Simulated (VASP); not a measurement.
Si (diamond), at 0.96 of the tabulated volume:

```
Si
1.0
    0.00000     2.67880     2.67880
    2.67880     0.00000     2.67880
    2.67880     2.67880     0.00000
Si
2
Cartesian
  0.00000   0.00000   0.00000
  1.33940   1.33940   1.33940
```

The lowest empty band near the point 0.84 of the way from Γ to X, direction across the valley's axis, from mBJ (TB09) with spin-orbit coupling in VASP (PAW); its two spin partners are averaged. The gap over the points computed is 1.17 eV, and the next band on that side lies 0.61 eV away at the edge.

Numerical set-up: 400 eV cut-off, 10×10×10 Γ-centred mesh, Gaussian smearing of 0.050 eV, potentials Si.

```csv
distance from the edge in k (1/Å),distance in energy (meV)
0.018,5.9
0.025,11.4
0.035,22.3
0.050,45.4
0.070,88.3
```

Q: Fit E(1 + αE) = ħ²k²/2m* (ħ²/2m0 = 3.810 eV Å²) and predict the row at 0.095 1/Å.

A: Least squares on the energies gives the electron mass m* = 0.208 m0 and α = 0.17 per eV, and so 160.7 meV. The run gave 160.8 meV, +0.1 meV from the fit.

Left out are points under 3 meV from the edge, since the levels carry 0.1 meV, and points farther than half the way to the next band.

The compound is Si in the diamond structure. The cell was not relaxed at this level.
